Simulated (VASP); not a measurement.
Here is the system:

```xyz
2
Lattice="0.0000 1.7857 1.7857 1.7857 0.0000 1.7857 1.7857 1.7857 0.0000" Properties=species:S:1:pos:R:3 pbc="T T T"
C      0.0000     0.0000     0.0000
C      0.8929     0.8929     0.8929
```

Level of theory: optB86b-vdW, VASP's PBE PAW potentials (set 64) (plane waves; VASP). Run with 520 eV cut-off, Gaussian smearing of 0.050 eV, potentials C.

Q: Give the energies of bands 2 to 7 at the high-symmetry points, in eV from the valence-band maximum.

A: 
```json
[
 {"band": "2", "Γ": "0.00", "X": "-12.68", "U": "-11.65", "L": "-13.29", "W": "-11.89"},
 {"band": "3", "Γ": "0.00", "X": "-6.25", "U": "-9.25", "L": "-2.78", "W": "-8.26"},
 {"band": "4", "Γ": "0.00", "X": "-6.25", "U": "-5.32", "L": "-2.78", "W": "-8.26"},
 {"band": "5", "Γ": "5.60", "X": "4.80", "U": "5.71", "L": "8.46", "W": "10.62"},
 {"band": "6", "Γ": "5.60", "X": "4.80", "U": "10.74", "L": "8.46", "W": "10.62"},
 {"band": "7", "Γ": "5.60", "X": "16.73", "U": "14.32", "L": "8.86", "W": "12.30"}
]
```

The gap is indirect, 4.16 eV, from the valence maximum at Γ to the conduction minimum at Γ-X at 0.71.

The compound is C in the diamond structure. It was relaxed first.
